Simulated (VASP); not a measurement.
An input for Ansatz (written as the equivalent of a VASP run, and not itself run):

Ansatz 0.2 input:
```yaml
crystal:
  lattice:
    - [4.5706240, 0.0000000, 0.0000000]
    - [0.0000000, 4.5706240, 0.0000000]
    - [0.0000000, 0.0000000, 3.0538240]
  atoms:
    - { symbol: Mg, position: [-0.0013660, 0.0013700, 0.0261480] }
    - { symbol: Mg, position: [0.5005780, 0.5042340, 0.5040400] }
    - { symbol: H, position: [0.3058910, 0.2991220, -0.0094780] }
    - { symbol: H, position: [0.8052240, 0.1976040, 0.4809200] }
    - { symbol: H, position: [0.2025120, 0.8072950, 0.5112890] }
    - { symbol: H, position: [0.6871610, 0.6903750, -0.0129190] }
kpoints:
  mp_grid: { grid: [4, 4, 6] }
hamiltonian:
  xc: lda
  pseudopotentials: { kind: paw }
scf:
  occupations: { method: fermi_dirac, width: 0.05 }
  max_iter: 100
output: { forces: true, stress: true, eigenvalues: true }
```

### Question
Translate this input to VASP (INCAR, KPOINTS, POSCAR, choice of POTCAR).

### Answer
This is not unique; one that fits is 
POSCAR:
```
MgH2
1
    4.5706240000     0.0000000000     0.0000000000
    0.0000000000     4.5706240000     0.0000000000
    0.0000000000     0.0000000000     3.0538240000
Mg H
2 4
Direct
 -0.0013660000   0.0013700000   0.0261480000
  0.5005780000   0.5042340000   0.5040400000
  0.3058910000   0.2991220000  -0.0094780000
  0.8052240000   0.1976040000   0.4809200000
  0.2025120000   0.8072950000   0.5112890000
  0.6871610000   0.6903750000  -0.0129190000
```

### INCAR
```
SYSTEM = MgH2
PREC = Accurate; ENCUT = 300; LREAL = .False.
LASPH = .True.
EDIFF = 1E-6; NELM = 100; ALGO = Normal
ISMEAR = -1; SIGMA = 0.05
ISIF = 2
LWAVE = .False.; LCHARG = .False.
```

File KPOINTS:
```
Automatic mesh
0
Gamma
4 4 6
0 0 0
```

POTCAR, in this order: Mg H (LDA.64 set). Program: vasp_std.

Limits of the translation: each code has its own PAW files, so the cut-off isn't converted (ENCUT is set for VASP's; basis.ecutwfc is left out, and Ansatz then takes the one that its files recommend); Ansatz stops its SCF on the density residual and VASP on the energy change (EDIFF); Ansatz's lda is the Perdew-Wang form, while the LDA potentials of VASP carry Perdew-Zunger's.

The structure is a typed MgH2 crystal (P4_2/mnm). The cell was not relaxed at this level, atoms are displaced from their ideal sites.
